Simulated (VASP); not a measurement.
All values below come from r2SCAN meta-GGA, VASP's PBE PAW potentials (set 64) (plane waves; VASP).

A VASP calculation is set up with these files.

**KPOINTS**
```
Automatic mesh
0
Gamma
1 1 1
0 0 0
```

INCAR:
```
SYSTEM = Mn atom
PREC = Normal; ENCUT = 520; LREAL = .False.
LASPH = .True.; ISYM = 0
EDIFF = 1E-6; NELM = 200; ALGO = All
LMAXMIX = 4; LMIXTAU = .True.
ISMEAR = 0; SIGMA = 0.01
METAGGA = R2SCAN
ISPIN = 2; MAGMOM = 5; NUPDOWN = 5
LWAVE = .False.; LCHARG = .False.; LORBIT = 10
```

**POSCAR**
```
Mn atom
26.0
  0.4615384615   0.0000000000   0.0000000000
  0.0000000000   0.4807692308   0.0000000000
  0.0000000000   0.0000000000   0.5000000000
Mn
1
direct
  0.0000000000   0.0000000000   0.0000000000
```

POTCAR, in this order: Mn_pv (PBE.64 set). Program: vasp_gam. Read from the step before: WAVECAR.

What VASP printed:

### OUTCAR
```
 ion  position               nearest neighbor table
   1  0.000  0.000  0.000-
 Subroutine IBZKPT returns following result:
 Found      1 irreducible k-points:

 Following reciprocal coordinates:
            Coordinates               Weight
  0.000000  0.000000  0.000000      1.000000
   k-points           NKPTS =      1   k-points in BZ     NKDIM =      1   number of bands    NBANDS=     13
   number of dos      NEDOS =    301   number of ions     NIONS =      1
   total plane-waves  NPLWV = 392000
   dimension x,y,z NGX =    70 NGY =   70 NGZ =   80
   dimension x,y,z NGXF=   140 NGYF=  140 NGZF=  160
   ions per type =               1
   PREC   = normal    normal or accurate (medium, high low for compatibility)
   ISTART =      1    job   : 0-new  1-cont  2-samecut
   ICHARG =      0    charge: 1-file 2-atom 10-const
   ISPIN  =      2    spin polarized calculation?
   LNONCOLLINEAR =      F non collinear calculations
   LSORBIT =      F    spin-orbit coupling
   INIWAV =      1    electr: 0-lowe 1-rand  2-diag
   ENCUT  =  520.0 eV  38.22 Ry    6.18 a.u.  22.31 23.24 24.17*2*pi/ulx,y,z
   NELM   =    200;   NELMIN=  2; NELMDL=  0     # of ELM steps
   EDIFF  = 0.1E-05   stopping-criterion for ELM
   LREAL  =      F    real-space projection
...
```

**OSZICAR**
```
       N       E                     dE             d eps       ncg     rms           ort
SDA:   1    -0.115710659294E+02   -0.11571E+02    0.00000E+00    13   0.137E+00   0.000E+00
CGA:   2    -0.116042841018E+02   -0.33218E-01   -0.33054E-01    13   0.746E-01   0.366E-02
CGA:   3    -0.116139414624E+02   -0.96574E-02   -0.98025E-02    13   0.239E-01   0.153E-02
CGA:   4    -0.116166403054E+02   -0.26988E-02   -0.27512E-02    13   0.657E-02   0.653E-03
CGA:   5    -0.116178008574E+02   -0.11606E-02   -0.11702E-02    13   0.399E-02   0.671E-03
CGA:   6    -0.116186884039E+02   -0.88755E-03   -0.87588E-03    13   0.210E-02   0.906E-03
SDA:   7    -0.116190981999E+02   -0.40980E-03   -0.42546E-03    13   0.808E-03   0.662E-03
CGA:   8    -0.116192267081E+02   -0.12851E-03   -0.13261E-03    13   0.419E-03   0.173E-03
SDA:   9    -0.116193086609E+02   -0.81953E-04   -0.85883E-04    13   0.215E-03   0.250E-03
SDA:  10    -0.116193453417E+02   -0.36681E-04   -0.37526E-04    13   0.125E-03   0.120E-03
SDA:  11    -0.116193631998E+02   -0.17858E-04   -0.19986E-04    13   0.947E-04   0.999E-04
SDA:  12    -0.116193721652E+02   -0.89655E-05   -0.12688E-04    13   0.763E-04   0.810E-04
SDA:  13    -0.116193797421E+02   -0.75769E-05   -0.10087E-04    13   0.602E-04   0.652E-04
SDA:  14    -0.116193834572E+02   -0.37151E-05   -0.67363E-05    13   0.485E-04   0.522E-04
SDA:  15    -0.116193859265E+02   -0.24693E-05   -0.51202E-05    13   0.390E-04   0.421E-04
SDA:  16    -0.116193876998E+02   -0.17734E-05   -0.38256E-05    13   0.313E-04   0.339E-04
SDA:  17    -0.116193885668E+02   -0.86693E-06   -0.27164E-05    13   0.256E-04   0.275E-04
SDA:  18    -0.116193889794E+02   -0.41265E-06   -0.19801E-05    13   0.213E-04   0.228E-04
SDA:  19    -0.116193891229E+02   -0.14348E-06   -0.14963E-05    13   0.179E-04   0.191E-04
 trl  20    -0.116193890112E+02    0.11171E-06   -0.10102E-04    13   0.179E-04   0.163E-04
SDA:  21    -0.116193890164E+02    0.10655E-06   -0.10102E-04    13   0.142E-04   0.155E-04
   1 F= -.11619389E+02 E0= -.11619389E+02  d E =-.713095E-39  mag=     5.0000
```

File OUTCAR:
```
------------------------ aborting loop because EDIFF is reached ----------------------------------------
  FORCE on cell =-STRESS in cart. coord.  units (eV):
  Direction    XX          YY          ZZ          XY          YZ          ZX
  --------------------------------------------------------------------------------------
  Total       -0.0403986      0.0220614     -0.0000059     -0.0000051     -0.0000292     -0.0000103
  in kB       -0.0331927      0.0181263     -0.0000049     -0.0000042     -0.0000240     -0.0000085
  external PRESSURE =      -0.0050238 kB  Pullay stress =       0.0000000 kB
  volume of cell :     1950.00
      direct lattice vectors                 reciprocal lattice vectors
    12.000000000  0.000000000  0.000000000     0.083333333  0.000000000  0.000000000
     0.000000000 12.500000000  0.000000000     0.000000000  0.080000000  0.000000000
     0.000000000  0.000000000 13.000000000     0.000000000  0.000000000  0.076923077
 POSITION                                       TOTAL-FORCE (eV/Angst)
 -----------------------------------------------------------------------------------
      0.00000      0.00000      0.00000         0.000001      0.000000     -0.000001
 -----------------------------------------------------------------------------------
    total drift:                                0.000001      0.000000     -0.000001
  FREE ENERGIE OF THE ION-ELECTRON SYSTEM (eV)
  ---------------------------------------------------
  free  energy   TOTEN  =       -11.6193890164 eV

  energy  without entropy=      -11.6193890164  energy(sigma->0) =      -11.61938902

 total charge

# of ion       s       p       d       tot
------------------------------------------
    1        0.568   5.972   4.659  11.199

 magnetization (x)

# of ion       s       p       d       tot
------------------------------------------
    1        0.074  -0.003   4.659   4.730
```
(Selected blocks of OUTCAR.)

File OUTCAR:
```
 val. band max:       -4.4410762635   @ k =   0.0000   0.0000   0.0000

 cond. band min:      -2.6493591152   @ k =   0.0000   0.0000   0.0000


 Fermi energy:        -5.4214366012

 spin component 1

 k-point     1 :       0.0000    0.0000    0.0000
  band No.  band energies     occupation
      1     -58.3661      1.00000
      2     -58.3654      1.00000
      3     -58.3654      1.00000
      4      -8.6237      1.00000
      5      -8.6228      1.00000
      6      -8.6223      1.00000
      7      -8.6216      1.00000
      8      -8.6204      1.00000
      9      -5.6301      1.00000
     10      -1.1870      0.00000
     11      -1.1846      0.00000
     12      -1.1849      0.00000
     13       0.1092      0.00000

 Fermi energy:        -4.3485844324

 spin component 2

 k-point     1 :       0.0000    0.0000    0.0000
  band No.  band energies     occupation
      1     -51.7434      1.00000
      2     -51.7408      1.00000
      3     -51.7396      1.00000
      4      -4.4411      1.00000
      5      -2.6494      0.00000
      6      -2.6458      0.00000
      7      -2.6448      0.00000
      8      -2.6446      0.00000
      9      -2.6435      0.00000
     10      -1.0243      0.00000
     11      -1.0229      0.00000
     12      -1.0154      0.00000
     13       0.1779      0.00000
```

The atom may not be in its lowest state.

The cell is a free atom in a box.
